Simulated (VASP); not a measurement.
Calculation: LDA (Ceperley-Alder, Perdew-Zunger), VASP's LDA PAW potentials (set 64) (plane waves; VASP).

VASP input:

**POSCAR**
```
InP
1
    0.0000000000     2.9350000000     2.9350000000
    2.9350000000     0.0000000000     2.9350000000
    2.9350000000     2.9350000000     0.0000000000
In P
1 1
Direct
  0.0000000000   0.0000000000   0.0000000000
  0.2500000000   0.2500000000   0.2500000000
```

KPOINTS:
```
Automatic mesh
0
Gamma
  7 7 7
0 0 0
```

INCAR:
```
! general
SYSTEM   =  InP
PREC     =  Accurate
ENCUT    =  520
LREAL    =  .FALSE.
LASPH    =  .TRUE.

! electronic loop
EDIFF    =  1E-6
NELM     =  100
ALGO     =  Normal
LMAXMIX  =  4

! smearing
ISMEAR   =  0
SIGMA    =  0.05

! ions
IBRION   =  2
NSW      =  60
ISIF     =  3
EDIFFG   =  -0.01

! output
LWAVE    =  .FALSE.
LCHARG   =  .FALSE.
```

POTCAR, in this order: In_d P (LDA.64 set). Program: vasp_std.

The resulting files:

**OSZICAR**
```
       N       E                     dE             d eps       ncg     rms          rms(c)
DAV:   1     0.114990627331E+03    0.11499E+03   -0.86237E+03   520   0.158E+03
DAV:   2    -0.177125340609E+01   -0.11676E+03   -0.11203E+03   540   0.328E+02
DAV:   3    -0.984314538788E+01   -0.80719E+01   -0.80083E+01   665   0.907E+01
DAV:   4    -0.100852970649E+02   -0.24215E+00   -0.24187E+00   635   0.173E+01
DAV:   5    -0.100980564948E+02   -0.12759E-01   -0.12759E-01   756   0.354E+00    0.575E+00
DAV:   6    -0.971028920572E+01    0.38777E+00   -0.70783E-01   768   0.154E+01    0.348E+00
DAV:   7    -0.966942826366E+01    0.40861E-01   -0.17235E-01   708   0.366E+00    0.116E+00
DAV:   8    -0.966414406270E+01    0.52842E-02   -0.14447E-02   713   0.167E+00    0.399E-01
DAV:   9    -0.966384005055E+01    0.30401E-03   -0.15556E-03   678   0.608E-01    0.180E-01
DAV:  10    -0.966385011346E+01   -0.10063E-04   -0.14843E-04   646   0.101E-01    0.113E-01
DAV:  11    -0.966385380805E+01   -0.36946E-05   -0.22343E-05   782   0.610E-02    0.270E-02
DAV:  12    -0.966385238312E+01    0.14249E-05   -0.67628E-06   615   0.506E-02    0.157E-02
DAV:  13    -0.966385233847E+01    0.44648E-07   -0.27220E-07   320   0.522E-03
   1 F= -.96638523E+01 E0= -.96638523E+01  d E =-.966385E+01
       N       E                     dE             d eps       ncg     rms          rms(c)
DAV:   1    -0.986792958472E+01   -0.20408E+00   -0.47951E+00   655   0.478E+01    0.317E+00
DAV:   2    -0.969371166148E+01    0.17422E+00   -0.39495E-01   665   0.177E+01    0.972E-01
DAV:   3    -0.966820092505E+01    0.25511E-01   -0.74669E-02   665   0.660E+00    0.671E-01
DAV:   4    -0.966786441331E+01    0.33651E-03   -0.34039E-03   550   0.603E-01    0.466E-01
DAV:   5    -0.966729348476E+01    0.57093E-03   -0.44457E-04   735   0.287E-01    0.146E-01
DAV:   6    -0.966726804436E+01    0.25440E-04   -0.11821E-04   815   0.169E-01    0.342E-02
DAV:   7    -0.966726591683E+01    0.21275E-05   -0.18152E-05   710   0.694E-02    0.931E-03
DAV:   8    -0.966726525865E+01    0.65819E-06   -0.14172E-06   310   0.347E-02
   2 F= -.96672653E+01 E0= -.96672653E+01  d E =-.341292E-02
       N       E                     dE             d eps       ncg     rms          rms(c)
DAV:   1    -0.969529719803E+01   -0.28031E-01   -0.66602E-01   660   0.189E+01    0.109E+00
DAV:   2    -0.967282799386E+01    0.22469E-01   -0.47892E-02   670   0.570E+00    0.369E-01
DAV:   3    -0.966913801866E+01    0.36900E-02   -0.11601E-02   675   0.259E+00    0.233E-01
DAV:   4    -0.966912991887E+01    0.80998E-05   -0.50883E-04   540   0.245E-01    0.180E-01
DAV:   5    -0.966903460318E+01    0.95316E-04   -0.59519E-05   634   0.907E-02    0.745E-02
DAV:   6    -0.966902354907E+01    0.11054E-04   -0.23508E-05   805   0.586E-02    0.119E-02
DAV:   7    -0.966902300926E+01    0.53980E-06   -0.30401E-06   539   0.240E-02
   3 F= -.96690230E+01 E0= -.96690230E+01  d E =-.517067E-02
```

File OUTCAR:
```
------------------------ aborting loop because EDIFF is reached ----------------------------------------
  FORCE on cell =-STRESS in cart. coord.  units (eV):
  Direction    XX          YY          ZZ          XY          YZ          ZX
  --------------------------------------------------------------------------------------
  Total        0.0024601      0.0024601      0.0024601      0.0000000      0.0000000      0.0000000
  in kB        0.0796676      0.0796676      0.0796676      0.0000000      0.0000000      0.0000000
  external PRESSURE =       0.0796676 kB  Pullay stress =       0.0000000 kB
  volume of cell :       49.48
      direct lattice vectors                 reciprocal lattice vectors
    -0.000000000  2.913752122  2.913752122    -0.171600047  0.171600047  0.171600047
     2.913752122  0.000000000  2.913752122     0.171600047 -0.171600047  0.171600047
     2.913752122  2.913752122  0.000000000     0.171600047  0.171600047 -0.171600047
  FREE ENERGIE OF THE ION-ELECTRON SYSTEM (eV)
  ---------------------------------------------------
  free  energy   TOTEN  =        -9.6690230093 eV

  energy  without entropy=       -9.6690230093  energy(sigma->0) =       -9.66902301

 reached required accuracy - stopping structural energy minimisation
```
(Selected blocks of OUTCAR.)

File CONTCAR:
```
InP
   1.00000000000000
    -0.0000000000000000    2.9137521215067692    2.9137521215067692
     2.9137521215067692    0.0000000000000000    2.9137521215067692
     2.9137521215067692    2.9137521215067692    0.0000000000000000
  In              P
     1     1
Direct
     0.0000000000000000    0.0000000000000000    0.0000000000000000
     0.2500000000000000    0.2500000000000000    0.2500000000000000
```

Energy and stress use the plane-wave basis of the starting cell.

The compound is InP in the zinc blende structure. This run relaxes it. Symmetry was kept, so distortions that lower it aren't found.
